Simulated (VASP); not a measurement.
Given:

```yaml
crystal:
  lattice:
    - [3.15000, 0.00000, 0.00000]
    - [0.00000, 3.15000, 0.00000]
    - [0.00000, 0.00000, 3.15000]
  atoms:
    - { symbol: Zn, position: [0.50000, 0.50000, 0.50000] }
    - { symbol: Au, position: [0.00000, 0.00000, 0.00000] }
```

Calculation: PBE GGA, VASP's PBE PAW potentials (set 64) (plane waves; VASP 6.6.1). Numerical set-up: 400 eV cut-off, 9×9×9 Γ-centred mesh, first-order Methfessel-Paxton smearing of 0.10 eV, potentials Zn Au.

Give the stress tensor in GPa (positive for a compressed cell).

```
4.50  0.00  0.00
0.00  4.50  0.00
0.00  0.00  4.50
```
The pressure is its mean diagonal, 4.50 GPa.

The compound is AuZn in the CsCl type structure. The cell was not relaxed at this level. The electron count is odd and the run is not spin-polarised, which forces a metal.
